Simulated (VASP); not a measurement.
# From an Ansatz input to VASP: NaSnI3 (strained cubic perovskite)

Ansatz input

```yaml
crystal:
  lattice:
    - [6.1395237376, 0.0, 0.0]
    - [0.0, 6.1395237376, 0.0]
    - [0.0, 0.0, 6.2159598417]
  atoms:
    - { symbol: Na, position: [0.0, 0.0, 0.0] }
    - { symbol: Sn, position: [0.5, 0.5, 0.5] }
    - { symbol: I, position: [0.5, 0.5, 0.0] }
    - { symbol: I, position: [0.5, 0.0, 0.5] }
    - { symbol: I, position: [0.0, 0.5, 0.5] }
kpoints:
  mp_grid: { grid: [4, 4, 4] }
  band_path:
    path: [[0.0, 0.0, 0.0], [0.0, 0.5, 0.0], [0.5, 0.5, 0.0], [0.5, 0.5, 0.5]]
    npoints: 1
hamiltonian:
  xc: pbe
scf:
  occupations: { method: fermi_dirac, width: 0.02 }
  n_extra_bands: 5
output:
  forces: true
  stress: true
  eigenvalues: true
  write_density: true
  write_potential: true
  elf: true
  volumetric_format: npy
```

**Question.** Translate this input to VASP.

**Answer.** 

INCAR

```
ISIF = 2
LWAVE = .FALSE.
LASPH = .TRUE.
LCHARG = .FALSE.
NBANDS = 29
ISMEAR = -1
SIGMA = 0.02
ENCUT = 520
PREC = Accurate
GGA = PE
LREAL = .FALSE.
NSW = 0
NELM = 120
IBRION = -1
EDIFF = 1E-7
```

KPOINTS

```
KPOINTS created by Atomic Simulation Environment
0
Gamma
4 4 4
0 0 0
```

KPOINTS_OPT

```
special points
4
Reciprocal
0.0000000000 0.0000000000 0.0000000000 1
0.0000000000 0.5000000000 0.0000000000 1
0.5000000000 0.5000000000 0.0000000000 1
0.5000000000 0.5000000000 0.5000000000 1
```

POSCAR

```
Na Sn I
 1.0000000000000000
     6.1395237376000003    0.0000000000000000    0.0000000000000000
     0.0000000000000000    6.1395237376000003    0.0000000000000000
     0.0000000000000000    0.0000000000000000    6.2159598417000002
 Na  Sn  I
   1   1   3
Cartesian
  0.0000000000000000  0.0000000000000000  0.0000000000000000
  3.0697618688000001  3.0697618688000001  3.1079799208500001
  3.0697618688000001  3.0697618688000001  0.0000000000000000
  3.0697618688000001  0.0000000000000000  3.1079799208500001
  0.0000000000000000  3.0697618688000001  3.1079799208500001
```

VASP ran with the recommended PBE PAW datasets (42 valence electrons in the cell). Other inputs would serve too.

```csv
,Ansatz,VASP
gap between bands v and c,0.16 eV,0.16 eV
least direct gap,0.16 eV,0.16 eV
pressure,0.6 GPa,0.6 GPa
```

Datasets and cutoffs are each program's own. VASP's cell holds 42 valence electrons and Ansatz's 74. Ansatz's stress includes a Pulay correction; VASP's doesn't.
